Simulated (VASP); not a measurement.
The input files of a VASP run:

INCAR:
```
SYSTEM  =  YN
PREC  =  Accurate; ENCUT  =  520; LREAL  =  .FALSE.
LASPH  =  .TRUE.
EDIFF  =  1E-6; NELM  =  100; ALGO  =  Normal
LMAXMIX  =  4; LMIXTAU  =  .TRUE.
ISMEAR  =  0; SIGMA  =  0.05
METAGGA  =  R2SCAN
IBRION  =  2; NSW  =  60; ISIF  =  3
EDIFFG  =  -0.02
LWAVE  =  .FALSE.; LCHARG  =  .FALSE.
```

### KPOINTS
```
Automatic mesh
0
Gamma
7 7 4
0 0 0
```

POSCAR:
```
YN
1
    3.4022363434    -0.0000000983     0.0000000000
   -1.7011178409     2.9464231625     0.0000000000
    0.0000000000     0.0000000000     5.9721970006
Y N
2 2
Direct
  0.0000000000   0.0000000000   0.0000000000
  0.0000000000   0.0000000000   0.5000000000
  0.3333330000   0.6666670000   0.2500000000
  0.6666670000   0.3333330000   0.7500000000
```

POTCAR, in this order: Y_sv N (PBE.64 set). Program: vasp_std.

Task: Translate this r2SCAN calculation to Ansatz.

Result: One equivalent input (not run):
Ansatz 0.2 input:
```yaml
crystal:
  lattice:
    - [3.4022363, -0.0000001, 0.0000000]
    - [-1.7011178, 2.9464232, 0.0000000]
    - [0.0000000, 0.0000000, 5.9721970]
  atoms:
    - { symbol: Y, position: [0.0000000, 0.0000000, 0.0000000] }
    - { symbol: Y, position: [0.0000000, 0.0000000, 0.5000000] }
    - { symbol: N, position: [0.3333330, 0.6666670, 0.2500000] }
    - { symbol: N, position: [0.6666670, 0.3333330, 0.7500000] }
kpoints:
  mp_grid: { grid: [7, 7, 4] }
hamiltonian:
  xc: r2scan
  pseudopotentials: { kind: paw }
scf:
  occupations: { method: gaussian, width: 0.05 }
  max_iter: 100
relax:
  max_steps: 60
  f_tol: 0.02
  cell: {}
output: { forces: true, stress: true, eigenvalues: true }
```
Limits of the translation: each code has its own PAW files, so the cut-off isn't converted (ENCUT is set for VASP's; basis.ecutwfc is left out, and Ansatz then takes the one that its files recommend); Ansatz stops its SCF on the density residual and VASP on the energy change (EDIFF).

The structure was generated: YN was put into the NiAs type (P6_3/mmc), which need not be its known phase. It was relaxed first, which changed the volume by -27 %. The start is the result of an earlier pass.
